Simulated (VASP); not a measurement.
Consider the following.

```xyz
8
Lattice="5.0963 0.0000 0.0000 0.0000 5.0963 0.0000 0.0000 0.0000 5.0963" Properties=species:S:1:pos:R:3 pbc="T T T"
Al     2.5482     2.5482     2.5482
Nb     0.0000     2.5482     3.8513
Nb     0.0000     2.5482     1.2450
Nb     3.8513     5.0963     2.5482
Nb     1.2450     0.0000     2.5482
Nb     2.5482     3.8513     0.0000
Nb     2.5482     1.2450     5.0963
Si     0.0000     0.0000     0.0000
```

Method: PBEsol GGA, VASP's PBE PAW potentials (set 64) (plane waves; VASP 6.6.1). Settings: 400 eV cut-off, Gaussian smearing of 0.050 eV, potentials Al Nb_sv Si.

### Question
Give the energies of bands 36 to 49 at the high-symmetry points, in eV from the Fermi level.

### Answer

```json
[
 {"band": "36", "Γ": "-1.53", "X": "-1.24", "M": "-1.72", "R": "-1.57", "X1": "-1.24"},
 {"band": "37", "Γ": "-1.53", "X": "-1.14", "M": "-1.69", "R": "-1.57", "X1": "-1.14"},
 {"band": "38", "Γ": "-1.53", "X": "-1.06", "M": "-0.71", "R": "-1.57", "X1": "-1.06"},
 {"band": "39", "Γ": "-1.39", "X": "-0.98", "M": "-0.20", "R": "-0.49", "X1": "-0.98"},
 {"band": "40", "Γ": "-0.67", "X": "-0.97", "M": "0.12", "R": "-0.49", "X1": "-0.97"},
 {"band": "41", "Γ": "-0.67", "X": "-0.84", "M": "0.21", "R": "0.10", "X1": "-0.84"},
 {"band": "42", "Γ": "-0.67", "X": "-0.75", "M": "0.41", "R": "0.10", "X1": "-0.75"},
 {"band": "43", "Γ": "-0.03", "X": "-0.24", "M": "0.47", "R": "0.30", "X1": "-0.24"},
 {"band": "44", "Γ": "-0.03", "X": "-0.23", "M": "0.51", "R": "0.30", "X1": "-0.23"},
 {"band": "45", "Γ": "2.90", "X": "1.72", "M": "0.64", "R": "0.30", "X1": "1.72"},
 {"band": "46", "Γ": "2.90", "X": "1.95", "M": "0.74", "R": "0.42", "X1": "1.95"},
 {"band": "47", "Γ": "2.90", "X": "2.38", "M": "0.81", "R": "0.42", "X1": "2.38"},
 {"band": "48", "Γ": "3.18", "X": "2.68", "M": "1.32", "R": "0.42", "X1": "2.68"},
 {"band": "49", "Γ": "3.84", "X": "2.76", "M": "1.46", "R": "2.74", "X1": "2.76"}
]
```

It has no gap at this level: it comes out as a metal or semimetal.

The structure comes from a computed database's Nb6AlSi entry (Pm-3); how it stands against other phases isn't given here. It was relaxed first. The electron count is odd and the run is not spin-polarised, which forces a metal.
